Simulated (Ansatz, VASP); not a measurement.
# P: VASP beside Ansatz

Aim: how closely do two programs agree when they are given the same cell, functional and k mesh?

Program: Ansatz 0.2.0. Level of theory: plane waves, with VASP 6.6.1 beside it; band structure at LDA, band structure at PBE and band structure at r2SCAN. Results are calculated unless marked as measured.

**1. Starting point**

It takes space group Cmce (No. 64, orthorhombic). The conventional cell has a = 3.316 Å, b = 10.484 Å, c = 4.379 Å, α = 90.00°, β = 90.00°, γ = 90.00°. P has 3 P at 2.22 to 2.24 Å nearest.

Structure file:

```xyz
4
Lattice="1.6582 -5.2420 0.0000 1.6582 5.2420 0.0000 0.0000 0.0000 4.3793" Properties=species:S:1:pos:R:3 pbc="T T T"
P     1.6582    1.0654    1.8363
P     1.6582    4.1766    4.0260
P     1.6582   -1.0654    2.5430
P     1.6582   -4.1766    0.3533
```

**2. VASP: band structure, LDA**

A single point gives forces, pressure and levels at one fixed geometry, so differences don't come from the geometry; what else differs is listed under the comparison.

Lines of VASP's logs that name or quote its potential files are left out, and so is its time.

INCAR reads:

```
SYSTEM = P
PREC = Accurate
ENCUT = 350
EDIFF = 1E-06
NELM = 100
ISMEAR = 0
SIGMA = 0.03
LREAL = .FALSE.
ALGO = Normal
GGA = CA
NBANDS = 24
LORBIT = 11
LWAVE = .FALSE.
LCHARG = .FALSE.
KPAR = 8
LASPH = .TRUE.
```

POSCAR reads:

```
P
1.0
    1.6582000000     -5.2420000000      0.0000000000
    1.6582000000      5.2420000000      0.0000000000
    0.0000000000      0.0000000000      4.3793000000
P
4
Direct
    0.3983800000      0.6016200000      0.4193200000
    0.1016200000      0.8983800000      0.9193200000
    0.6016200000      0.3983800000      0.5806800000
    0.8983800000      0.1016200000      0.0806800000
```

KPOINTS reads:

```
Automatic mesh
0
Gamma
8 8 6
0 0 0
```

KPOINTS_OPT reads:

```
Line mode
10
Line-mode
Reciprocal
  0.00000000   0.00000000   0.00000000 GAMMA
  0.27501611   0.27501611   0.00000000 X

  0.27501611   0.27501611   0.00000000 X
  0.00000000   0.50000000   0.00000000 S

  0.00000000   0.50000000   0.00000000 S
  0.00000000   0.50000000   0.50000000 R

  0.00000000   0.50000000   0.50000000 R
  0.27501611   0.27501611   0.50000000 A

  0.27501611   0.27501611   0.50000000 A
  0.00000000   0.00000000   0.50000000 Z

  0.00000000   0.00000000   0.50000000 Z
  0.00000000   0.00000000   0.00000000 GAMMA

  0.00000000   0.00000000   0.00000000 GAMMA
 -0.50000000   0.50000000   0.00000000 Y

 -0.50000000   0.50000000   0.00000000 Y
 -0.27501611   0.72498389   0.00000000 X1

 -0.27501611   0.72498389   0.00000000 X1
 -0.27501611   0.72498389   0.50000000 A1

 -0.27501611   0.72498389   0.50000000 A1
 -0.50000000   0.50000000   0.50000000 T

 -0.50000000   0.50000000   0.50000000 T
 -0.50000000   0.50000000   0.00000000 Y

  0.00000000   0.00000000   0.50000000 Z
 -0.50000000   0.50000000   0.50000000 T
```

The projector-augmented-wave data sets are P (LDA family, release 64).

Launch:

```console
$ mpirun -np 8 vasp_std
```

Numbers of over 12 decimals in the logs are rounded to 6 here.

Log:

```text
[banner, memory and clock lines left out]
running    8 mpi-ranks, on    1 nodes
 distrk:  each k-point on    1 cores,    8 groups
 distr:  one band on    1 cores,    1 groups

 POSCAR found type information on POSCAR P
 POSCAR found :  1 types and       4 ions
|                                                                             |
|           W    W    AA    RRRRR   N    N  II  N    N   GGGG   !!!           |
|           W    W   A  A   R    R  NN   N  II  NN   N  G    G  !!!           |
|           W    W  A    A  R    R  N N  N  II  N N  N  G       !!!           |
|           W WW W  AAAAAA  RRRRR   N  N N  II  N  N N  G  GGG   !            |
|           WW  WW  A    A  R   R   N   NN  II  N   NN  G    G                |
|           W    W  A    A  R    R  N    N  II  N    N   GGGG   !!!           |
|                                                                             |
|     For optimal performance we recommend to set                             |
|       NCORE = 2 up to number-of-cores-per-socket                            |
|     NCORE specifies how many cores store one orbital (NPAR=cpu/NCORE).      |
|     This setting can greatly improve the performance of VASP for DFT.       |
|     The default, NCORE=1 might be grossly inefficient on modern             |
|     multi-core architectures or massively parallel machines. Do your        |
|     Unfortunately you need to use the default for GW and RPA                |
|     calculations (for HF NCORE is supported but not extensively tested      |
|     yet).                                                                   |
|                                                                             |

 LDA part: xc-table for (Slater(with rela. corr.)+CA(PZ))
 , standard interpolation
 POSCAR, INCAR and KPOINTS ok, starting setup
 FFT: planning ... GRIDC
 FFT: planning ... GRID_SOFT
 FFT: planning ... GRID
 WAVECAR not read
 entering main loop
       N       E                     dE             d eps       ncg     rms          rms(c)
DAV:   1     0.352054715497E+02    0.35205E+02   -0.62529E+03  4032   0.513E+02
DAV:   2    -0.218458740283E+02   -0.57051E+02   -0.54308E+02  5328   0.111E+02
DAV:   3    -0.242808387706E+02   -0.24350E+01   -0.24197E+01  5320   0.212E+01
DAV:   4    -0.243026038296E+02   -0.21765E-01   -0.21762E-01  4984   0.251E+00
DAV:   5    -0.243029147775E+02   -0.31095E-03   -0.31094E-03  5392   0.275E-01    0.104E+01
DAV:   6    -0.241341391789E+02    0.16878E+00   -0.53149E-02  4816   0.104E+00    0.610E+00
DAV:   7    -0.240601627405E+02    0.73976E-01   -0.10120E-01  5104   0.140E+00    0.276E-01
DAV:   8    -0.240594855299E+02    0.67721E-03   -0.12223E-02  4784   0.508E-01    0.145E-01
DAV:   9    -0.240595217811E+02   -0.36251E-04   -0.47942E-04  5200   0.997E-02    0.863E-02
DAV:  10    -0.240595206249E+02    0.11561E-05   -0.49617E-05  4976   0.293E-02    0.382E-02
DAV:  11    -0.240595190095E+02    0.16155E-05   -0.67560E-06  5128   0.125E-02    0.916E-03
DAV:  12    -0.240595189801E+02    0.29355E-07   -0.34322E-07  3272   0.274E-03
   1 F= -.24059519E+02 E0= -.24059466E+02  d E =-.105631E-03
 Start KPOINTS_OPT (optional k-point list driver)
k-point batch [1-84\120]
       N       E                     dE             ncg
DAV:   1     0.444268040360E+04   -0.30747E+05     4032
DAV:   2    -0.278842003034E+03   -0.47215E+04     5344
DAV:   3    -0.482087120436E+03   -0.20325E+03     5352
DAV:   4    -0.483877974426E+03   -0.17909E+01     4976
DAV:   5    -0.483902272538E+03   -0.24298E-01     5424
DAV:   6    -0.483902724823E+03   -0.45228E-03     5048
DAV:   7    -0.483902734074E+03   -0.92517E-05     5168
DAV:   8    -0.483902734576E+03   -0.50145E-06     3704
k-point batch [85-120\120]
       N       E                     dE             ncg
DAV:   1     0.184233710294E+05   -0.13718E+05     1728
DAV:   2     0.163423377963E+05   -0.20810E+04     2248
DAV:   3     0.162476239976E+05   -0.94714E+02     2272
DAV:   4     0.162467974632E+05   -0.82653E+00     2072
DAV:   5     0.162467860968E+05   -0.11366E-01     2288
DAV:   6     0.162467858803E+05   -0.21653E-03     2120
DAV:   7     0.162467858759E+05   -0.44245E-05     2168
DAV:   8     0.162467858757E+05   -0.20114E-06     1560
```

From OUTCAR (step 2):

```text
ion  position               nearest neighbor table
   1  0.398  0.602  0.419-   4 2.22   4 2.22   3 2.24
   2  0.102  0.898  0.919-   3 2.22   3 2.22   4 2.24
   3  0.602  0.398  0.581-   2 2.22   2 2.22   1 2.24
   4  0.898  0.102  0.081-   1 2.22   1 2.22   2 2.24

  LATTYP: Found a base centered orthorhombic cell.
 ALAT       =     3.3164000000
 B/A-ratio  =     3.1612591967
 C/A-ratio  =     1.3204981305

 Subroutine GETGRP returns: Found  8 space group operations
 (whereof  4 operations were pure point group operations)

The static configuration has the point symmetry C_2h.
 The point group associated with its full space group is D_2h.

 Found     84 irreducible k-points:

   k-points           NKPTS =     84   k-points in BZ     NKDIM =     84   number of bands    NBANDS=     24

   dimension x,y,z NGX =    36 NGY =   36 NGZ =   28
   dimension x,y,z NGXF=    72 NGYF=   72 NGZF=   56

   ENCUT  =  350.0 eV  25.72 Ry    5.07 a.u.   8.39  8.39  6.68*2*pi/ulx,y,z

   NELECT =      20.0000    total number of electrons

 k-points in reciprocal lattice and weights: Automatic mesh
   0.00000000  0.00000000  0.00000000       0.003
   0.12500000  0.00000000  0.00000000       0.010
   0.25000000  0.00000000  0.00000000       0.010
   0.37500000 -0.00000000  0.00000000       0.010
   0.50000000  0.00000000  0.00000000       0.005
   0.12500000  0.12500000  0.00000000       0.005
   0.25000000  0.12500000  0.00000000       0.010
   0.37500000  0.12500000  0.00000000       0.010
   0.50000000  0.12500000  0.00000000       0.010
[...]
-0.37500000  0.37500000  0.50000000       0.005
   0.50000000  0.50000000  0.50000000       0.003

 average (electrostatic) potential at core
       1 -84.0645       2 -84.0645       3 -84.0645       4 -84.0645

 E-fermi :   6.5625

 k-point     1 :       0.0000    0.0000    0.0000
  band No.  band energies     occupation
    ...
      6       1.8811      2.00000
      7       2.4834      2.00000
      8       3.6368      2.00000
      9       3.9641      2.00000
     10       5.1341      2.00000
     11       7.2067      0.00000
     12       7.5694      0.00000
     13       8.3423      0.00000
     14       9.4926      0.00000
     15      11.7819      0.00000
    ...

 k-point     2 :       0.1250    0.0000    0.0000
  band No.  band energies     occupation
    ...
      6       1.6476      2.00000
      7       1.7080      2.00000
      8       3.4392      2.00000
      9       3.7230      2.00000
     10       5.2970      2.00000
     11       7.4124      0.00000
     12       8.6200      0.00000
     13       8.8934      0.00000
     14       9.6279      0.00000
     15      10.8161      0.00000
    ...

 k-point     3 :       0.2500    0.0000    0.0000
  band No.  band energies     occupation
    ...
      6       0.7540      2.00000
      7       2.1533      2.00000
      8       3.2764      2.00000
      9       3.8908      2.00000
     10       5.2817      2.00000
     11       7.1218      0.00000
     12       8.1599      0.00000
     13       8.8420      0.00000
     14       9.2407      0.00000
     15      10.1982      0.00000
    ...

  Total       -1.5851693     -0.7971010     -1.3387654      0.0000000      0.0000000      0.0000000
  in kB      -33.3593535    -16.7747214    -28.1738659      0.0000000      0.0000000      0.0000000
  external PRESSURE =     -26.1026469 kB  Pullay stress =       0.0000000 kB

  energy-cutoff  :      350.00
  volume of cell :       76.13
      direct lattice vectors                 reciprocal lattice vectors
     1.658200000 -5.242000000  0.000000000     0.301531781 -0.095383441  0.000000000
     1.658200000  5.242000000  0.000000000     0.301531781  0.095383441  0.000000000
     0.000000000  0.000000000  4.379300000     0.000000000  0.000000000  0.228346996

 POSITION                                       TOTAL-FORCE (eV/Angst)
 -----------------------------------------------------------------------------------
      1.65820      1.06538      1.83633         0.000000     -0.012718     -0.051557
      1.65820      4.17662      4.02598         0.000000      0.012718     -0.051557
      1.65820     -1.06538      2.54297         0.000000      0.012718      0.051557
      1.65820     -4.17662      0.35332         0.000000     -0.012718      0.051557
 -----------------------------------------------------------------------------------
    total drift:                               -0.000000      0.000000     -0.000000

  FREE ENERGIE OF THE ION-ELECTRON SYSTEM (eV)
  ---------------------------------------------------
  free  energy   TOTEN  =       -24.0595189801 eV

  energy  without entropy=      -24.0594133492  energy(sigma->0) =      -24.05946616

 total charge
# of ion       s       p       d       tot
------------------------------------------
    1        1.086   1.377   0.000   2.463
    2        1.086   1.377   0.000   2.463
    3        1.086   1.377   0.000   2.463
    4        1.086   1.377   0.000   2.463
--------------------------------------------------
tot          4.343   5.509   0.000   9.852

[... 3 further parts left out ...]
```

The run ends at a pressure of -2.61 GPa, with forces up to 0.053 eV/Å.

**3. Ansatz: band structure, LDA**

Ansatz runs on its default PAW (the set named soft_2) files.

The same cell, functional (in two slightly different forms), mesh and smearing now go to Ansatz, which takes its cutoff from its data sets.

input.yaml reads:

```yaml
crystal:
  lattice:
    - [1.6582, -5.242, 0.0]
    - [1.6582, 5.242, 0.0]
    - [0.0, 0.0, 4.3793]
  atoms:
    - { symbol: P, position: [0.39838, 0.60162, 0.41932] }
    - { symbol: P, position: [0.10162, 0.89838, 0.91932] }
    - { symbol: P, position: [0.60162, 0.39838, 0.58068] }
    - { symbol: P, position: [0.89838, 0.10162, 0.08068] }
hamiltonian:
  xc: lda
  pseudopotentials: { kind: paw }
kpoints:
  mp_grid: { grid: [8, 8, 6] }
  band_path:
    path:
      - [0.0, 0.0, 0.0]
      - [0.12223, 0.12223, 0.0]
      - [0.24446, 0.24446, 0.0]
      - [0.2139, 0.32501, 0.0]
      - [0.09167, 0.42501, 0.0]
      - [0.0, 0.5, 0.0]
      - [0.0, 0.5, 0.22222]
      - [0.0, 0.5, 0.44444]
      - [0.06111, 0.45, 0.5]
      - [0.18334, 0.35001, 0.5]
      - [0.24446, 0.24446, 0.5]
      - [0.12223, 0.12223, 0.5]
      - [0.0, 0.0, 0.5]
      - [0.0, 0.0, 0.33333]
      - [0.0, 0.0, 0.11111]
      - [-0.05556, 0.05556, 0.0]
      - [-0.27778, 0.27778, 0.0]
      - [-0.5, 0.5, 0.0]
      - [-0.42501, 0.57499, 0.0]
      - [-0.32501, 0.67499, 0.0]
      - [-0.27502, 0.72498, 0.11111]
      - [-0.27502, 0.72498, 0.33333]
      - [-0.27502, 0.72498, 0.5]
      - [-0.37501, 0.62499, 0.5]
      - [-0.475, 0.525, 0.5]
      - [-0.5, 0.5, 0.38889]
      - [-0.5, 0.5, 0.16667]
      - [0.0, 0.0, 0.5]
      - [-0.22222, 0.22222, 0.5]
      - [-0.5, 0.5, 0.5]
    npoints: 1
scf:
  occupations: { method: gaussian, width: 0.03 }
  n_extra_bands: 8
output:
  forces: true
  stress: true
  eigenvalues: true
```

Launch:

```console
$ ansatz run input.yaml --threads 2 --pin off --max-ram 4608MiB --backend cpu --events-out ev --progress --plain --runs-dir out
```

Log:

```text
scf.n_extra_bands = 8 over 10 filled bands (N_el = 20.0): the run solves 18 bands
Engine: ansatz 0.2.0, aarch64-unknown-linux-gnu
Pseudopotentials: kind: paw
Pseudopotential: P, paw, valence charge 5, recommended cutoff 420 eV (normal), P.paw.azcp
Functional definition: SPW92
  exchange = slater_x
  correlation = pw_c
Crystal: 4 atoms, lattice volume = 76.132 Å³
Basis set: ecut = 420 eV, 1491 PW (Γ)
Bands: 18, of which v1, the nominal top of the filled ones, is band 10 counted from 1 (9 counted from 0)
Symmetry: 8 space group operations
Space group: Cmce (ITA 64), of the structure as read, at distance tolerance 4.2e-5 Å
k-points: 84 of 384
Non-local potential: P, projectors of the file, l = 0: 2, l = 1: 2, l = 2: 2
PAW form: soft (Blöchl's): semilocal exchange-correlation on the pseudo side does not see the compensation charge
PAW frozen core: P, regenerated for the run's functional, and the local potential with it (the file was generated under x = pbe(κ = 0.804, μ = 0.219515), c = pbe(β = 0.066725))
PAW one-centre angular grid: P, 110 points (default); XC on 64 Gauss nodes
Initial density: superposition of atomic densities (neutral atoms: chi_scale 0, normalization atom), corrected by the library's trained network
Initial wavefunctions: pseudopotential atomic-orbital guess
Functional: x = slater, c = lda
SCF iter   1: F=—  HF=-2903.781655 eV  |F-HF|=—  |Δ(HF+E_count)|=         —  Δρ=4.70e-3  dr2=8.79e-3  ethr=1.77e-3  ⟨swp⟩=7.7  Hψ=10568  notcnv=0  defer=15
preconditioner: auto → none  [insulator: Δε(μ)=0.038 eV  Ē_g=10.484 eV  σ=0.030 eV  W_gap=0.61  n_scr=12 (ndim 8)  ℏωp=19.0 eV  f_vac=0.000  D(μ)=0.36/eV (n_scr^D=0)  ε∞_Penn≈4.3]
SCF iter   2: F=—  HF=-2903.780323 eV  |F-HF|=—  |Δ(HF+E_count)|=   1.33e-3  Δρ=2.26e-3  dr2=2.09e-3  ethr=4.39e-5  ⟨swp⟩=2.4  Hψ=3028  notcnv=0  defer=191
SCF iter   3: F=—  HF=-2903.780495 eV  |F-HF|=—  |Δ(HF+E_count)|=   1.72e-4  Δρ=5.66e-4  dr2=7.83e-4  ethr=1.04e-5  ⟨swp⟩=2.4  Hψ=2099  notcnv=0  defer=191
SCF iter   4: F=—  HF=-2903.780263 eV  |F-HF|=—  |Δ(HF+E_count)|=   2.32e-4  Δρ=1.23e-4  dr2=1.36e-5  ethr=3.92e-6  ⟨swp⟩=2.0  Hψ=1815  notcnv=0  defer=191
SCF iter   5: F=—  HF=-2903.780259 eV  |F-HF|=—  |Δ(HF+E_count)|=   4.67e-6  Δρ=5.75e-5  dr2=3.39e-6  ethr=6.80e-8  ⟨swp⟩=3.0  Hψ=2496  notcnv=0  defer=191
SCF iter   6: F=—  HF=-2903.780258 eV  |F-HF|=—  |Δ(HF+E_count)|=   4.00e-7  Δρ=1.58e-5  dr2=4.07e-7  ethr=1.70e-8  ⟨swp⟩=2.1  Hψ=1878  notcnv=0  defer=191
SCF iter   7: F=-2903.780258 eV  HF=-2903.780258 eV  |F-HF|=3.91e-9  |Δ(HF+E_count)|=   1.06e-7  Δρ=2.81e-6  dr2=7.14e-9  ethr=5.00e-10  ⟨swp⟩=11.4  Hψ=8653  notcnv=0
SCF 1 converged in 7 iterations: F = -2903.780258 eV  dr2 = 7.14e-9
  greatest PAW one-centre occupation: 0.807 electrons in one spin orbital (limit 2), on the P atom at site 3 (counted from 0), in its partial waves of l = 0
NSCF: frozen V_eff on 30 k-points
SCF converged after 7 iterations
Free energy (F): -2903.780258 eV
Harris-Foulkes:  -2903.780258 eV  (|F-HF|=3.91e-9)
Internal energy: -2903.780103 eV  (E = F + TS)
E sigma→0 (E₀):  -2903.780180 eV
Entropy (-TS):   -0.000155 eV (-0.039 meV/atom)
Fermi energy:    7.507174 eV
--- Per-component energies (eV) ---
  E_band       = 13.468614
  E_kinetic    = 281.114357
  E_local      = -282.598658  (includes V_loc(G=0)·N_el)
  E_nonlocal   = 140.929180
  E_hartree    = 74.893617
  E_xc         = -243.977060
  E_vxc        = -242.596907  (∫ρ·V_xc dr)
  E_paw        = -2160.108094  (= ΣΔE_a)
  E_vpaw       = -33.165829  (= ΣTr[D̂ρ^β])
  E_aug_tail   = 0.000013  (compensation charges beyond the density's cutoff)
  E_ewald      = -714.502864
  E_core_change = 0.469406  (= ΣΔE_core)
  E_smearing   = -0.000155  (= −TS)
  E_closure    = 0.000000  (closes the sum)
  Σ components = -2903.780258   (vs F -2903.780258, Δ=0.00e0)
--- Forces (eV/Å), atoms counted from 1 ---
  atom   1  P      0.00000000     0.01440949    -0.02124937
  atom   2  P      0.00000000    -0.01440949    -0.02124937
  atom   3  P      0.00000000    -0.01440949     0.02124937
  atom   4  P      0.00000000     0.01440949     0.02124937
  max |Σ_I F_I| component: 3.47e-18 eV/Å
--- Stress (GPa, compression-positive) ---
       -3.092987       0.000000       0.000000
        0.000000      -1.393711      -0.000000
        0.000000      -0.000000      -2.531596
  P = ⅓ Tr σ = -2.3394 GPa (-23.394 kbar)
--- Band table (eV; the first three rows and the last of 84) ---
  k-point 0: bands = [... 6 lower, 3.4178, 4.5828, 4.8992, 6.0873, 8.1432, 8.4897, 9.2585, 10.4251, ... 4 higher]
  k-point 1: bands = [... 6 lower, 3.5353, 4.8542, 5.1898, 5.6411, 8.4989, 9.0409, 9.2891, 10.1131, ... 4 higher]
  k-point 2: bands = [... 6 lower, 3.8588, 4.6643, 4.6973, 6.7878, 8.5177, 8.8811, 9.7723, 10.7618, ... 4 higher]
  k-point 83: bands = [... 6 lower, 4.8807, 4.8807, 5.8113, 5.8113, 8.7716, 8.7716, 9.9470, 9.9470, ... 4 higher]
```

Run time: 3.3 s. Hardware: 2 threads of Arm Neoverse V2, shared host; peak memory 0.41 GiB.

In the SCF lines HF is the Harris–Foulkes energy and dr2 the Hartree energy of the density residual, in eV; the loop may stop once dr2 is under the threshold and the program's other checks hold. Hψ counts applications of the Hamiltonian.

**4. Side by side**

Known differences besides the potentials themselves: the two LDA forms differ slightly; the cutoff is 420 eV in Ansatz and 350 eV in VASP; VASP's log shows a relativistic correction to its local exchange, Ansatz's none. Total energies have different zeros and are not compared.

Compared:

| quantity | Ansatz | VASP | difference |
| --- | --- | --- | --- |
| pressure (GPa) | -2.34 | -2.61 | +0.27 |

Forces (eV/Å; atoms numbered as in POSCAR):

| atom | Ansatz x, y, z | VASP x, y, z |
| --- | --- | --- |
| P1 | 0.000, 0.014, -0.021 | 0.000, -0.013, -0.052 |
| P2 | 0.000, -0.014, -0.021 | 0.000, 0.013, -0.052 |
| P3 | 0.000, -0.014, 0.021 | 0.000, 0.013, 0.052 |
| P4 | 0.000, 0.014, 0.021 | 0.000, -0.013, 0.052 |

The forces differ by 23 meV/Å r.m.s., which is 76.6 % of the r.m.s. force of 0.03 eV/Å (both taken over all components). Levels from 3 eV below to 2 eV above the Fermi level differ by 13 meV r.m.s. and 37 meV at most; each VASP level is matched to the nearest of Ansatz, which flatters the figure a little.

**5. Other set-ups**

Further runs change the set-up of one program: Ansatz's method, potentials or start, or VASP's data sets, cutoff or form of LDA. The table gives Ansatz less VASP for each quantity, since a change that brings one quantity closer may part another.

| run | r.m.s. force difference (meV/Å) | pressure (GPa) |
| --- | --- | --- |
| as above | 23 | 0.27 |
| cores kept as stored | 41 | 0.50 |
| Ansatz's larger PAW set (cutoff 510 eV) | 23 | 0.31 |
| norm-conserving potentials (cutoff 653 eV) | 8.2 | 0.076 |

[end of part 1 of 2]

[Lines on the potential files, build, host, timing and source positions are cut from VASP's logs without a mark.]

[Logs are printed without paths, hosts, clocks, repeated set-up lines and the standing remarks that a program may print on its own settings, such as how far it seeks lower states.]

[Hosts, paths, dates, database ids (printed as entryN), source tags and the programs' standing remarks are cut or masked in the printed files.]
